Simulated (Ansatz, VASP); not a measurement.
# GeAsPbN in two plane-wave programs

One calculation is typed for both programs; each brings its own data sets and cutoff. How far apart do they land? The cell is invented: As first built, before any earlier steps moved the atoms (in the runner's words): it takes the GeAs structure with some of its atoms replaced by other elements, volume scaled by an estimate. It may not be a known or stable phase. The cell is taken from a series of VASP runs on this material, whose earlier steps may have relaxed, scaled or displaced it; both programs get it as it stands.

Program: Ansatz 0.2.0. Level of theory: plane waves, with VASP 6.6.1 beside it; single point at PBE. Results are calculated unless marked as measured.

**1. Starting point**

The structure is orthorhombic, space group Amm2 (No. 38). Conventional cell: a = 4.475 Å, b = 5.078 Å, c = 6.878 Å, α = 90.00°, β = 90.00°, γ = 90.00°. Nearest to Pb lie 3 N at 2.46 to 2.72 Å and 2 As at 2.84 Å. Nearest to As lie 3 Ge at 2.58 to 2.68 Å and 2 Pb at 2.84 Å. Nearest to Ge lie 2 N at 2.24 Å and 3 As at 2.58 to 2.68 Å. Nearest to N lie 2 Ge at 2.24 Å and 3 Pb at 2.46 to 2.72 Å. As first built, before any earlier steps moved the atoms (in the runner's words): sites of the GeAs structure (space group 107) filled with other elements, volume scaled by an estimate. Farther neighbours and most contacts between anions are not listed.

Structure file:

```cif
data_structure
_symmetry_space_group_name_H-M 'P 1'
_symmetry_Int_Tables_number 1
_cell_length_a 8.9504
_cell_length_b 8.5498
_cell_length_c 8.5498
_cell_angle_alpha 72.881
_cell_angle_beta 90.000
_cell_angle_gamma 90.000
_cell_volume 625.28
loop_
_atom_site_label
_atom_site_type_symbol
_atom_site_fract_x
_atom_site_fract_y
_atom_site_fract_z
_atom_site_occupancy
Pb1 Pb 0.25000 0.20606 0.20606 1
Pb2 Pb 0.25000 0.20606 0.70606 1
Pb3 Pb 0.25000 0.70606 0.20606 1
Pb4 Pb 0.25000 0.70606 0.70606 1
Pb5 Pb 0.75000 0.20606 0.20606 1
Pb6 Pb 0.75000 0.20606 0.70606 1
Pb7 Pb 0.75000 0.70606 0.20606 1
Pb8 Pb 0.75000 0.70606 0.70606 1
As9 As 0.00000 0.33288 0.33288 1
As10 As 0.00000 0.33288 0.83288 1
As11 As 0.00000 0.83288 0.33288 1
As12 As 0.00000 0.83288 0.83288 1
As13 As 0.50000 0.33288 0.33288 1
As14 As 0.50000 0.33288 0.83288 1
As15 As 0.50000 0.83288 0.33288 1
As16 As 0.50000 0.83288 0.83288 1
Ge17 Ge 0.00000 0.02014 0.02014 1
Ge18 Ge 0.00000 0.02014 0.52014 1
Ge19 Ge 0.00000 0.52014 0.02014 1
Ge20 Ge 0.00000 0.52014 0.52014 1
Ge21 Ge 0.50000 0.02014 0.02014 1
Ge22 Ge 0.50000 0.02014 0.52014 1
Ge23 Ge 0.50000 0.52014 0.02014 1
Ge24 Ge 0.50000 0.52014 0.52014 1
N25 N 0.25000 0.02692 0.02692 1
N26 N 0.25000 0.02692 0.52692 1
N27 N 0.25000 0.52692 0.02692 1
N28 N 0.25000 0.52692 0.52692 1
N29 N 0.75000 0.02692 0.02692 1
N30 N 0.75000 0.02692 0.52692 1
N31 N 0.75000 0.52692 0.02692 1
N32 N 0.75000 0.52692 0.52692 1
```

**2. VASP: single point, PBE**

A single point gives forces, pressure and levels at one fixed geometry, so differences don't come from the geometry; what else differs is listed under the comparison.

Lines of VASP's logs that name or quote its potential files are left out, and so is its time.

INCAR reads:

```
SYSTEM = GeAsPbN
PREC = Normal
ENCUT = 400
EDIFF = 1E-05
NELM = 120
ISMEAR = 1
SIGMA = 0.2
LREAL = Auto
ALGO = Fast
GGA = PE
LORBIT = 11
LWAVE = .FALSE.
LCHARG = .FALSE.
NCORE = 4
```

POSCAR reads:

```
GeAsPbN
1.0
    8.9503905836      0.0000000000      0.0000000000
    0.0000000000      5.0784964852      6.8781179974
    0.0000000000     -5.0784964852      6.8781179974
Pb As Ge N
8 8 8 8
Direct
    0.2500000000      0.2060588601      0.2060588601
    0.2500000000      0.2060588601      0.7060588601
    0.2500000000      0.7060588601      0.2060588601
    0.2500000000      0.7060588601      0.7060588601
    0.7500000000      0.2060588601      0.2060588601
    0.7500000000      0.2060588601      0.7060588601
    0.7500000000      0.7060588601      0.2060588601
    0.7500000000      0.7060588601      0.7060588601
    0.0000000000      0.3328762325      0.3328762325
    0.0000000000      0.3328762325      0.8328762325
    0.0000000000      0.8328762325      0.3328762325
    0.0000000000      0.8328762325      0.8328762325
    0.5000000000      0.3328762325      0.3328762325
    0.5000000000      0.3328762325      0.8328762325
    0.5000000000      0.8328762325      0.3328762325
    0.5000000000      0.8328762325      0.8328762325
    0.0000000000      0.0201431430      0.0201431430
    0.0000000000      0.0201431430      0.5201431430
    0.0000000000      0.5201431430      0.0201431430
    0.0000000000      0.5201431430      0.5201431430
    0.5000000000      0.0201431430      0.0201431430
    0.5000000000      0.0201431430      0.5201431430
    0.5000000000      0.5201431430      0.0201431430
    0.5000000000      0.5201431430      0.5201431430
    0.2500000000      0.0269217644      0.0269217644
    0.2500000000      0.0269217644      0.5269217644
    0.2500000000      0.5269217644      0.0269217644
    0.2500000000      0.5269217644      0.5269217644
    0.7500000000      0.0269217644      0.0269217644
    0.7500000000      0.0269217644      0.5269217644
    0.7500000000      0.5269217644      0.0269217644
    0.7500000000      0.5269217644      0.5269217644
```

KPOINTS reads:

```
Automatic mesh
0
Gamma
4 4 4
0 0 0
```

PAW data sets: Pb, As, Ge and N (PBE family, release 64).

Command:

```console
$ mpirun -np 4 vasp_std
```

Numbers of over 12 decimals in the logs are rounded to 6 here.

What it wrote:

```text
[banner, memory and clock lines left out]
running    4 mpi-ranks, on    1 nodes
[...]
LDA part: xc-table for (Slater+PW92), standard interpolation
 POSCAR, INCAR and KPOINTS ok, starting setup
[...]
entering main loop
       N       E                     dE             d eps       ncg     rms          rms(c)
DAV:   1     0.657893420679E+03    0.65789E+03   -0.48773E+04  3738   0.111E+03
DAV:   2    -0.699180838983E+02   -0.72781E+03   -0.69768E+03  4451   0.205E+02
DAV:   3    -0.163170083114E+03   -0.93252E+02   -0.88534E+02  4787   0.742E+01
DAV:   4    -0.167466916183E+03   -0.42968E+01   -0.42288E+01  4692   0.161E+01
[...]
RMM:  13    -0.149164145572E+03   -0.93821E-04   -0.17881E-03  4682   0.752E-02    0.549E-02
RMM:  14    -0.149164148369E+03   -0.27972E-05   -0.32936E-04  4673   0.388E-02    0.811E-03
RMM:  15    -0.149164153789E+03   -0.54193E-05   -0.89484E-05  3771   0.165E-02
   1 F= -.14916415E+03 E0= -.14916226E+03  d E =-.568515E-02
```

Parts of OUTCAR (step 2):

```text
  Total       -3.7237023     -7.1769725     -3.8992482      0.0000000      0.0000000      0.0000000
  in kB       -9.5413268    -18.3897193     -9.9911320      0.0000000      0.0000000      0.0000000
  external PRESSURE =     -12.6407260 kB  Pullay stress =       0.0000000 kB

 POSITION                                       TOTAL-FORCE (eV/Angst)
 -----------------------------------------------------------------------------------
      2.23760      0.00000      2.83459         0.000000      0.000000     -0.077957
      2.23760     -2.53925      6.27365         0.000000      0.000000     -0.077957
      2.23760      2.53925      6.27365        -0.000000      0.000000     -0.077957
      2.23760      0.00000      9.71271        -0.000000      0.000000     -0.077957
      6.71279      0.00000      2.83459        -0.000000      0.000000     -0.077957
      6.71279     -2.53925      6.27365         0.000000      0.000000     -0.077957
      6.71279      2.53925      6.27365        -0.000000      0.000000     -0.077957
      6.71279      0.00000      9.71271        -0.000000      0.000000     -0.077957
      0.00000      0.00000      4.57912        -0.000000      0.000000      0.114074
      0.00000     -2.53925      8.01818        -0.000000      0.000000      0.114074
      0.00000      2.53925      8.01818        -0.000000      0.000000      0.114074
      0.00000      0.00000     11.45724        -0.000000      0.000000      0.114074
      4.47520      0.00000      4.57912        -0.000000      0.000000      0.114074
      4.47520     -2.53925      8.01818        -0.000000      0.000000      0.114074
[...]
-----------------------------------------------------------------------------------
    total drift:                                0.000000      0.000003      0.005349

  FREE ENERGIE OF THE ION-ELECTRON SYSTEM (eV)
  ---------------------------------------------------
  free  energy   TOTEN  =      -149.1641537886 eV

  energy  without entropy=     -149.1584686430  energy(sigma->0) =     -149.16225874

[... 3 further parts left out ...]
[key lines of the parts left out:]
E-fermi :   4.7978
```

The data sets Pb and Ge keep the semicore shell frozen, which is cheaper and a little less accurate.

(Part 1 of 2 ends here.)

[Lines on the potential files, build, host, timing and source positions are cut from VASP's logs without a mark.]

[Logs are printed without paths, hosts, clocks, repeated set-up lines and the standing remarks that a program may print on its own settings, such as how far it seeks lower states.]

[Hosts, paths, dates, database ids (printed as entryN), source tags and the programs' standing remarks are cut or masked in the printed files.]
